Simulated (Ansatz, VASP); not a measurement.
**AlInCu2Se2S2 in two plane-wave programs**

One calculation is typed for both programs; each brings its own data sets. How far apart do they land? The cell is invented: As first built, before any earlier steps moved the atoms or strained the cell (in the runner's words): In for half of the Al in the AlCuSeS structure of space group I2_12_12_1. It may not be a known or stable phase. The cell is taken from a series of runs on this material, whose earlier steps may have relaxed, scaled, displaced or heated it; both programs get it as it stands.

Method: plane waves, with VASP 6.6.1 beside it; r2SCAN, in Ansatz 0.2.0.

## 1. The starting structure

Symmetry: C2, No. 5, monoclinic system. Conventional cell: a = 7.821 Å, b = 11.094 Å, c = 5.543 Å, α = 90.00°, β = 134.78°, γ = 90.00°. In has 2 S at 2.51 Å and 2 Se at 2.58 Å nearest. Nearest to Al lie 2 S at 2.29 Å and 2 Se at 2.40 Å. Cu has 2 S at 2.28 Å and 2 Se at 2.45 Å nearest. Nearest to Cu lie 2 S at 2.32 Å and 2 Se at 2.45 Å. Nearest to Se lie 1 Al at 2.40 Å and 2 Cu at 2.45 Å and 1 In at 2.58 Å. Nearest to S lie 2 Cu at 2.28 to 2.32 Å and 1 Al at 2.29 Å and 1 In at 2.51 Å. It derives from AlCuSeS. As first built, before any earlier steps moved the atoms or strained the cell (in the runner's words): In for half of the Al in the AlCuSeS structure of space group I2_12_12_1. Farther neighbours and most contacts between anions are not listed.

As a file:

```cif
data_structure
_symmetry_space_group_name_H-M 'P 1'
_symmetry_Int_Tables_number 1
_cell_length_a 6.8006
_cell_length_b 6.8006
_cell_length_c 6.7866
_cell_angle_alpha 131.849
_cell_angle_beta 131.768
_cell_angle_gamma 70.698
_cell_volume 170.68
loop_
_atom_site_label
_atom_site_type_symbol
_atom_site_fract_x
_atom_site_fract_y
_atom_site_fract_z
_atom_site_occupancy
In1 In 0.37760 0.12760 0.25000 1
Al2 Al 0.12011 0.37011 0.75000 1
Cu3 Cu 0.89088 0.64088 0.25000 1
Cu4 Cu 0.61213 0.86213 0.75000 1
Se5 Se 0.97418 0.72461 0.71352 1
Se6 Se 0.51109 0.26066 0.78648 1
S7 S 0.77375 0.00167 0.26142 1
S8 S 0.24025 0.51233 0.23858 1
```

## 2. VASP: single point, r2SCAN

A single point takes one fixed geometry, so differences don't come from the geometry; what else differs is listed under the comparison.

Lines of VASP's logs that name or quote its potential files are left out, and so is its time.

File INCAR:

```
SYSTEM = AlInCu2Se2S2
PREC = Accurate
ENCUT = 580
EDIFF = 1E-06
NELM = 120
ISMEAR = 0
SIGMA = 0.01
LREAL = .FALSE.
ALGO = Normal
METAGGA = R2SCAN
LASPH = .TRUE.
NBANDS = 39
LORBIT = 11
LWAVE = .FALSE.
LCHARG = .FALSE.
ISIF = 2
GGA_COMPAT = .FALSE.
EFERMI = MIDGAP
LMIXTAU = .TRUE.
KPAR = 2
```

File POSCAR:

```
AlInCu2Se2S2
1.0
   -2.7799095476      2.7842931536      5.5468417858
    2.7799095476     -2.7842931536      5.5468417858
    2.7628113978      2.7672400211     -5.5468417858
In Al Cu Se S
1 1 2 2 2
Direct
    0.3776039179      0.1276039179      0.2500000000
    0.1201095912      0.3701095912      0.7500000000
    0.8908834458      0.6408834458      0.2500000000
    0.6121310137      0.8621310137      0.7500000000
    0.9741836998      0.7246140177      0.7135235826
    0.5110904351      0.2606601171      0.7864764174
    0.7737495584      0.0016698237      0.2614214856
    0.2402483382      0.5123280728      0.2385785144
```

File KPOINTS:

```
Automatic mesh
0
Gamma
6 6 6
0 0 0
```

The projector-augmented-wave data sets are In_d, Al, Cu, Se and S (PBE family, release 64).

On the command line:

```bash
> mpirun -np 2 vasp_std
```

Numbers of over 12 decimals in the logs are rounded to 6 here.

What it wrote:

```text
[banner, memory and clock lines left out]
running    2 mpi-ranks, on    1 nodes
 distrk:  each k-point on    1 cores,    2 groups
 distr:  one band on    1 cores,    1 groups

 POSCAR found type information on POSCAR InAlCuSeS
 POSCAR found :  5 types and       8 ions
|                                                                             |
|               ----> ADVICE to this user running VASP <----                  |
|                                                                             |
|     You enforced a specific xc type in the INCAR file but a different       |
|     [... a line on the potential file left out ...]
|     I HOPE YOU KNOW WHAT YOU ARE DOING!                                     |
|                                                                             |

 LDA part: xc-table for (None), standard interpolation
 POSCAR, INCAR and KPOINTS ok, starting setup
 FFT: planning ... GRIDC
 FFT: planning ... GRID_SOFT
 FFT: planning ... GRID
 WAVECAR not read
 entering main loop
       N       E                     dE             d eps       ncg     rms          rms(c)
DAV:   1     0.535174285645E+03    0.53517E+03   -0.28773E+04  5304   0.196E+03
DAV:   2    -0.194223057946E+02   -0.55460E+03   -0.53338E+03  5339   0.456E+02
DAV:   3    -0.108035891074E+03   -0.88614E+02   -0.85853E+02  7110   0.197E+02
DAV:   4    -0.114111482995E+03   -0.60756E+01   -0.60344E+01  8056   0.515E+01
DAV:   5    -0.114269304466E+03   -0.15782E+00   -0.15766E+00  8259   0.882E+00    0.154E+01
DAV:   6    -0.106416258821E+03    0.78530E+01   -0.41076E+01  7043   0.120E+02    0.111E+01
DAV:   7    -0.101183120391E+03    0.52331E+01   -0.90554E+00  7302   0.859E+01    0.773E+00
DAV:   8    -0.101457468084E+03   -0.27435E+00   -0.48764E+00  8434   0.319E+01    0.388E+00
DAV:   9    -0.101016570291E+03    0.44090E+00   -0.92701E-01  8334   0.179E+01    0.702E-01
DAV:  10    -0.101323017525E+03   -0.30645E+00   -0.40355E-01  5739   0.398E+00    0.543E-01
DAV:  11    -0.101386420735E+03   -0.63403E-01   -0.11098E-01  7181   0.293E+00    0.429E-01
DAV:  12    -0.101381112480E+03    0.53083E-02   -0.11876E-02  8398   0.112E+00    0.363E-01
DAV:  13    -0.101393976427E+03   -0.12864E-01   -0.13720E-02  8150   0.188E+00    0.792E-02
DAV:  14    -0.101394422284E+03   -0.44586E-03   -0.22636E-03  7880   0.450E-01    0.459E-02
DAV:  15    -0.101394502225E+03   -0.79942E-04   -0.12530E-04  7713   0.226E-01    0.379E-02
DAV:  16    -0.101394480055E+03    0.22170E-04   -0.14571E-04  7767   0.149E-01    0.237E-02
DAV:  17    -0.101394531628E+03   -0.51573E-04   -0.61377E-05  7262   0.669E-02    0.710E-03
DAV:  18    -0.101394534548E+03   -0.29193E-05   -0.12405E-05  7500   0.323E-02    0.855E-03
DAV:  19    -0.101394536112E+03   -0.15642E-05   -0.91962E-07  4060   0.729E-03    0.619E-03
DAV:  20    -0.101394535783E+03    0.32899E-06   -0.11697E-06  3821   0.245E-02
   1 F= -.10139454E+03 E0= -.10139454E+03  d E =0.000000E+00
```

Parts of OUTCAR (step 2):

```text
ion  position               nearest neighbor table
   1  0.378  0.128  0.250-   8 2.51   7 2.51   5 2.58   6 2.58
   2  0.120  0.370  0.750-   8 2.29   7 2.29   5 2.40   6 2.40
   3  0.891  0.641  0.250-   7 2.28   8 2.28   5 2.45   6 2.45
   4  0.612  0.862  0.750-   8 2.32   7 2.32   6 2.45   5 2.45
   5  0.974  0.725  0.714-   2 2.40   4 2.45   3 2.45   1 2.58
   6  0.511  0.261  0.786-   2 2.40   4 2.45   3 2.45   1 2.58
   7  0.774  0.002  0.261-   3 2.28   2 2.29   4 2.32   1 2.51
   8  0.240  0.512  0.239-   3 2.28   2 2.29   4 2.32   1 2.51

  LATTYP: Found a base centered monoclinic cell.
 ALAT       =     7.8206762250
 B/A-ratio  =     1.4185069491
 C/A-ratio  =     0.7087299128
 COS(beta)  =    -0.7043596727

 Subroutine GETGRP returns: Found  2 space group operations
 (whereof  1 operations were pure point group operations)

The static configuration has the point symmetry C_1 .
 The point group associated with its full space group is C_2 .

 Found     68 irreducible k-points:

   k-points           NKPTS =     68   k-points in BZ     NKDIM =     68   number of bands    NBANDS=     39

   dimension x,y,z NGX =    54 NGY =   54 NGZ =   54
   dimension x,y,z NGXF=   108 NGYF=  108 NGZF=  108

   ENCUT  =  580.0 eV  42.63 Ry    6.53 a.u.  13.35 13.35 13.33*2*pi/ulx,y,z

   NELECT =      62.0000    total number of electrons

 k-points in reciprocal lattice and weights: Automatic mesh
   0.00000000  0.00000000  0.00000000       0.005
   0.16666667 -0.00000000 -0.00000000       0.019
   0.33333333  0.00000000 -0.00000000       0.019
   0.50000000 -0.00000000  0.00000000       0.009
  -0.00000000  0.16666667 -0.00000000       0.019
   0.16666667  0.16666667 -0.00000000       0.019
   0.33333333  0.16666667 -0.00000000       0.019
   0.50000000  0.16666667  0.00000000       0.019
  -0.33333333  0.16666667  0.00000000       0.019
[...]
-0.33333333  0.33333333  0.50000000       0.009
   0.50000000  0.50000000  0.50000000       0.005

 average (electrostatic) potential at core
       1-102.5356       2 -79.3491       3 -70.9780       4 -70.9463       5 -58.0343
       6 -58.0343       7 -90.2264       8 -90.2264

 E-fermi :   5.0468

 k-point     1 :       0.0000    0.0000    0.0000
  band No.  band energies     occupation
    ...
     27       3.1746      2.00000
     28       3.2689      2.00000
     29       4.4912      2.00000
     30       4.5636      2.00000
     31       4.5734      2.00000
     32       5.5201      0.00000
     33       6.9722      0.00000
     34       7.6175      0.00000
     35       8.9014      0.00000
     36       9.1106      0.00000
    ...

 k-point     2 :       0.1667   -0.0000   -0.0000
  band No.  band energies     occupation
    ...
     27       3.3131      2.00000
     28       3.3593      2.00000
     29       4.0565      2.00000
     30       4.3190      2.00000
     31       4.5191      2.00000
     32       6.1949      0.00000
     33       7.3532      0.00000
     34       7.9139      0.00000
     35       8.5472      0.00000
     36       8.8037      0.00000
    ...

 k-point     3 :       0.3333    0.0000   -0.0000
  band No.  band energies     occupation
    ...
     27       3.4163      2.00000
     28       3.4439      2.00000
     29       3.7017      2.00000
     30       3.9977      2.00000
     31       4.3486      2.00000
     32       6.8629      0.00000
     33       7.9498      0.00000
     34       8.3533      0.00000
     35       8.5034      0.00000
     36       8.9194      0.00000
    ...

  Total       -0.0163988     -0.0216594     -0.0201413      0.0076776      0.0000000      0.0000000
  in kB       -0.1539373     -0.2033201     -0.1890695      0.0720708      0.0000000      0.0000000
  external PRESSURE =      -0.1821090 kB  Pullay stress =       0.0000000 kB

  energy-cutoff  :      580.00
  volume of cell :      170.68
      direct lattice vectors                 reciprocal lattice vectors
    -2.779909548  2.784293154  5.546841786     0.000554207  0.180132126  0.090141385
     2.779909548 -2.784293154  5.546841786     0.180418514  0.000555670  0.090141385
     2.762811398  2.767240021 -5.546841786     0.180972721  0.180687797  0.000000000

 POSITION                                       TOTAL-FORCE (eV/Angst)
 -----------------------------------------------------------------------------------
     -0.00427      1.38788      1.41560        -0.000000      0.000000      0.007302
      2.76709      1.37936     -1.44096        -0.000000      0.000000     -0.009546
     -0.00427      1.38788      7.10976        -0.000000      0.000000     -0.000141
      2.76709      1.37936      4.01737        -0.000000      0.000000     -0.001090
      1.27755      2.66937      5.46516        -0.011411      0.013162     -0.013909
      1.47671      2.87364     -0.08168         0.011411     -0.013162     -0.013909
     -1.42405      2.87311      2.85107         0.029719      0.017433      0.015646
      1.41550     -0.09735      2.85107        -0.029719     -0.017433      0.015646
 -----------------------------------------------------------------------------------
    total drift:                               -0.000003     -0.000004     -0.002078

  FREE ENERGIE OF THE ION-ELECTRON SYSTEM (eV)
  ---------------------------------------------------
  free  energy   TOTEN  =      -101.3945357828 eV

  energy  without entropy=     -101.3945357828  energy(sigma->0) =     -101.39453578

 total charge
# of ion       s       p       d       tot
------------------------------------------
    1        0.801   0.697   9.929  11.428
    2        0.379   0.363   0.000   0.742
    3        0.359   0.361   9.308  10.028
    4        0.349   0.342   9.312  10.003
    5        1.438   2.472   0.044   3.954
    6        1.438   2.472   0.044   3.954
    7        1.306   2.443   0.000   3.749
    8        1.306   2.443   0.000   3.749
--------------------------------------------------
tot          7.377  11.594  28.637  47.608

[... 3 further parts left out ...]
```

This run has no spin polarisation, so a moment on Cu, if there is one, isn't seen.

## 3. Ansatz: single point, r2SCAN

Ansatz runs on its default PAW (the set named soft_2) files.

The same cell, functional and mesh now go to Ansatz, which takes its cutoff from its data sets.

File input.yaml:

```yaml
crystal:
  lattice:
    - [-2.7799095476, 2.7842931536, 5.5468417858]
    - [2.7799095476, -2.7842931536, 5.5468417858]
    - [2.7628113978, 2.7672400211, -5.5468417858]
  atoms:
    - { symbol: In, position: [0.3776039179, 0.1276039179, 0.25] }
    - { symbol: Al, position: [0.1201095912, 0.3701095912, 0.75] }
    - { symbol: Cu, position: [0.8908834458, 0.6408834458, 0.25] }
    - { symbol: Cu, position: [0.6121310137, 0.8621310137, 0.75] }
    - { symbol: Se, position: [0.9741836997, 0.7246140177, 0.7135235826] }
    - { symbol: Se, position: [0.5110904351, 0.2606601172, 0.7864764174] }
    - { symbol: S, position: [0.7737495583, 0.0016698237, 0.2614214856] }
    - { symbol: S, position: [0.2402483382, 0.5123280728, 0.2385785144] }
kpoints:
  mp_grid: { grid: [6, 6, 6] }
  band_path: { path: [VBM, CBM], npoints: 30 }
scf:
  occupations: { method: fixed }
hamiltonian:
  xc: r2scan
output:
  eigenvalues: true
  write_potential: true
  write_density: true
  volumetric_format: npy
  elf: true
```

On the command line:

```bash
> ansatz run input.yaml --threads 2 --pin off --max-ram 4096MiB --backend cpu --events-out ev --progress --plain --runs-dir out
```

What it wrote:

```text
Engine: ansatz 0.2.0, x86_64-unknown-linux-gnu
Pseudopotentials: kind: paw
Pseudopotential: In, paw, valence charge 13, recommended cutoff 500 eV (meta_gga), In.paw.azcp
Pseudopotential: Al, paw, valence charge 3, recommended cutoff 500 eV (meta_gga), Al.paw.azcp
Pseudopotential: Cu, paw, valence charge 19, recommended cutoff 500 eV (meta_gga), Cu.paw.azcp
Pseudopotential: Se, paw, valence charge 16, recommended cutoff 500 eV (meta_gga), Se.paw.azcp
Pseudopotential: S, paw, valence charge 6, recommended cutoff 500 eV (meta_gga), S.paw.azcp
Functional definition: r2SCAN
  parameter k0 = 0.174
  parameter k1 = 0.065
  parameter a1 = 4.9479
  exchange = r2scan_x(k0 = k0, k1 = k1, a1 = a1)
  correlation = r2scan_c
Crystal: 8 atoms, lattice volume = 170.678 Å³
Basis set: ecut = 500 eV, 4337 PW (Γ), exchange–correlation on 200×200×200 points (64 copies of the dense FFT grid, shifted against one another)
Bands: 59, of which v1, the nominal top of the filled ones, is band 49 counted from 1 (48 counted from 0)
Symmetry: 2 space group operations
Space group: C2 (ITA 5), of the structure as read, at distance tolerance 5.5e-5 Å
k-points: 68 of 216 (time reversal used)
Non-local potential: In, projectors of the file, l = 0: 2, l = 1: 2, l = 2: 2, l = 3: 2
Non-local potential: Al, projectors of the file, l = 0: 2, l = 1: 2, l = 2: 1
Non-local potential: Cu, projectors of the file, l = 0: 3, l = 1: 2, l = 2: 3, l = 3: 1
Non-local potential: Se, projectors of the file, l = 0: 2, l = 1: 2, l = 2: 3, l = 3: 1
Non-local potential: S, projectors of the file, l = 0: 2, l = 1: 2, l = 2: 2
PAW form: soft (Blöchl's): semilocal exchange-correlation on the pseudo side does not see the compensation charge
PAW frozen core: In, regenerated for the run's functional (the file was generated under x = pbe(κ = 0.804, μ = 0.219515), c = pbe(β = 0.066725))
PAW frozen core: Al, regenerated for the run's functional (the file was generated under x = pbe(κ = 0.804, μ = 0.219515), c = pbe(β = 0.066725))
PAW frozen core: Cu, regenerated for the run's functional (the file was generated under x = pbe(κ = 0.804, μ = 0.219515), c = pbe(β = 0.066725))
PAW frozen core: Se, regenerated for the run's functional (the file was generated under x = pbe(κ = 0.804, μ = 0.219515), c = pbe(β = 0.066725))
PAW frozen core: S, regenerated for the run's functional (the file was generated under x = pbe(κ = 0.804, μ = 0.219515), c = pbe(β = 0.066725))
PAW one-centre angular grid: In, 590 points (default); XC on 289 of its mesh's 2783 points in the sphere
PAW one-centre angular grid: Al, 302 points (default); XC on 160 Gauss nodes
PAW one-centre angular grid: Cu, 590 points (default); XC on 160 Gauss nodes
PAW one-centre angular grid: Se, 590 points (default); XC on 160 Gauss nodes
PAW one-centre angular grid: S, 302 points (default); XC on 160 Gauss nodes
Initial density: superposition of atomic densities (neutral atoms: chi_scale 0, normalization atom), corrected by the library's trained network
Initial wavefunctions: pseudopotential atomic-orbital guess
Functional: x = r2scan, c = r2scan; τ floored in thin density (d = 2e-4 eV/Å³)
SCF iter   1: F=—  HF=-32188.376390 eV  |F-HF|=—  |Δ(HF+E_count)|=         —  Δρ=2.16e-2  dr2=5.44e-1  dr2_τ=3.11e-2  ethr=1.77e-3  ⟨swp⟩=5.0  Hψ=12917  notcnv=0  defer=501
preconditioner: auto → Resta (q_TF=auto, 2.487 Å⁻¹)  ε∞=5.1  [insulator: Δε(μ)=1.166 eV  Ē_g=11.047 eV  n_scr=36 (ndim 8)  ℏωp=22.4 eV  f_vac=0.053  ε∞_Penn≈5.1]
SCF iter   2: F=—  HF=-32188.430673 eV  |F-HF|=—  |Δ(HF+E_count)|=   5.43e-2  Δρ=1.59e-2  dr2=2.54e-1  dr2_τ=3.62e-3  ethr=5.55e-4  ⟨swp⟩=2.0  Hψ=8202  notcnv=0  defer=455
SCF iter   3: F=—  HF=-32188.355322 eV  |F-HF|=—  |Δ(HF+E_count)|=   7.54e-2  Δρ=5.37e-3  dr2=3.99e-2  dr2_τ=2.56e-4  ethr=2.59e-4  ⟨swp⟩=2.0  Hψ=7087  notcnv=0  defer=522
SCF iter   4: F=—  HF=-32188.349199 eV  |F-HF|=—  |Δ(HF+E_count)|=   6.12e-3  Δρ=8.31e-4  dr2=9.64e-4  dr2_τ=3.63e-5  ethr=4.08e-5  ⟨swp⟩=2.1  Hψ=5433  notcnv=0  defer=544
SCF iter   5: F=—  HF=-32188.349465 eV  |F-HF|=—  |Δ(HF+E_count)|=   2.66e-4  Δρ=6.45e-4  dr2=5.07e-4  dr2_τ=6.44e-6  ethr=9.83e-7  ⟨swp⟩=2.0  Hψ=5467  notcnv=0  defer=544
SCF iter   6: F=—  HF=-32188.349725 eV  |F-HF|=—  |Δ(HF+E_count)|=   2.59e-4  Δρ=9.52e-4  dr2=1.02e-3  dr2_τ=6.16e-6  ethr=5.18e-7  ⟨swp⟩=2.0  Hψ=7201  notcnv=0  defer=544
SCF iter   7: F=—  HF=-32188.349506 eV  |F-HF|=—  |Δ(HF+E_count)|=   2.18e-4  Δρ=1.41e-4  dr2=2.51e-5  dr2_τ=1.80e-7  ethr=5.18e-7  ⟨swp⟩=2.0  Hψ=7199  notcnv=0  defer=535
SCF iter   8: F=—  HF=-32188.349473 eV  |F-HF|=—  |Δ(HF+E_count)|=   3.37e-5  Δρ=3.05e-5  dr2=1.33e-6  dr2_τ=6.10e-8  ethr=2.56e-8  ⟨swp⟩=2.0  Hψ=5224  notcnv=0  defer=279
SCF iter   9: F=—  HF=-32188.349475 eV  |F-HF|=—  |Δ(HF+E_count)|=   1.77e-6  Δρ=1.13e-5  dr2=3.29e-7  dr2_τ=3.91e-9  ethr=1.36e-9  ⟨swp⟩=2.0  Hψ=7065  notcnv=0  defer=279
SCF iter  10: F=-32188.349475 eV  HF=-32188.349475 eV  |F-HF|=2.05e-9  |Δ(HF+E_count)|=   1.09e-7  Δρ=3.73e-6  dr2=2.58e-8  dr2_τ=2.78e-10  ethr=1.02e-10  ⟨swp⟩=10.5  Hψ=14315  notcnv=0
SCF 1 converged in 10 iterations: F = -32188.349475 eV  dr2 = 2.58e-8
  greatest PAW one-centre occupation: 1.000 electrons in one spin orbital (limit 2), on the Cu atom at site 3 (counted from 0), in its partial waves of l = 0
NSCF: frozen V_eff on 68 k-points
NSCF: frozen V_eff on 68 k-points
[...]
SCF converged after 10 iterations
Free energy (F): -32188.349475 eV
Harris-Foulkes:  -32188.349475 eV  (|F-HF|=2.05e-9)
Internal energy: -32188.349475 eV  (E = F + TS)
E sigma→0 (E₀):  -32188.349475 eV
Fermi energy:    7.893842 eV
--- Per-component energies (eV) ---
  E_band       = -1904.094562
  E_kinetic    = 1320.137663
  E_local      = -18981.037829  (includes V_loc(G=0)·N_el)
  E_nonlocal   = 56.322999
  E_hartree    = 8685.647730
  E_xc         = -783.023241
  E_vxc        = -783.547855  (∫ρ·V_xc dr)
  E_paw        = -13103.487906  (= ΣΔE_a)
  E_vpaw       = -932.243537  (= ΣTr[D̂ρ^β])
  E_aug_tail   = -0.000124  (compensation charges beyond the density's cutoff)
  E_vtau       = 44.964945  (kinetic-family band-sum trace: ∫τ·v_τ [+ j·A + Jᵃ·Aᵃ] dr)
  E_ewald      = -9379.462913
  E_core_change = -3.445852  (= ΣΔE_core)
  E_smearing   = -0.000000  (= −TS)
  E_closure    = -0.000000  (closes the sum)
  Σ components = -32188.349475   (vs F -32188.349475, Δ=0.00e0)
--- Band table (eV; the first three rows and the last of 68) ---
  k-point 0: bands = [... 45 lower, 6.5889, 7.8094, 7.8829, 7.8938, 8.8245, 10.2833, 10.9241, 12.2128, ... 6 higher]
  k-point 1: bands = [... 45 lower, 6.7479, 7.1536, 7.6989, 7.8093, 9.6806, 10.7536, 11.5691, 12.1269, ... 6 higher]
  k-point 2: bands = [... 45 lower, 6.9143, 7.0166, 7.4176, 7.6823, 10.1302, 11.1595, 11.4006, 11.9677, ... 6 higher]
  k-point 67: bands = [... 45 lower, 6.9546, 7.0017, 7.0159, 7.3856, 9.8658, 9.9874, 10.3876, 11.1243, ... 6 higher]
```

Reading the cycles: dr2 is the Hartree energy of the density residual (eV), the measure of convergence; HF is the Harris–Foulkes estimate of the energy, which meets the free energy F at convergence.

## 4. Side by side

Known differences besides the potentials themselves: VASP keeps PBE cores, Ansatz makes them for the functional; fixed occupations in Ansatz, narrow Gaussian smearing in VASP; the data sets hold 98 valence electrons in Ansatz (on its default PAW (the set named soft_2) files) and 62 in VASP; the cutoff is 500 eV in Ansatz and 580 eV in VASP. Total energies have different zeros and are not compared.

Both answers:

```csv
quantity,Ansatz,VASP,difference
gap on the k mesh (eV),0.931,0.947,-0.016
```

A gap on the mesh is an upper bound, since the band edges may lie between its points.

## 5. Summary of results

```yaml
difference_in_gap_on_the_k_mesh_single_point_r2scan: -0.016 eV
```

The difference in gap on the k mesh is -0.016 eV (single point, r2SCAN), within the 0.08 eV picked in this series as the mark of a large difference. The data sets hold unlike numbers of valence electrons (98 in Ansatz and 62 in VASP), so part of the differences may come from the potentials. How closely two codes agree says nothing of how well the functional describes the real material.

[Lines on the potential files, build, host, timing and source positions are cut from VASP's logs without a mark.]

[Logs are printed without paths, hosts, clocks, repeated set-up lines and the standing remarks that a program may print on its own settings, such as how far it seeks lower states.]

[Hosts, paths, dates, database ids (printed as entryN), source tags and the programs' standing remarks are cut or masked in the printed files.]
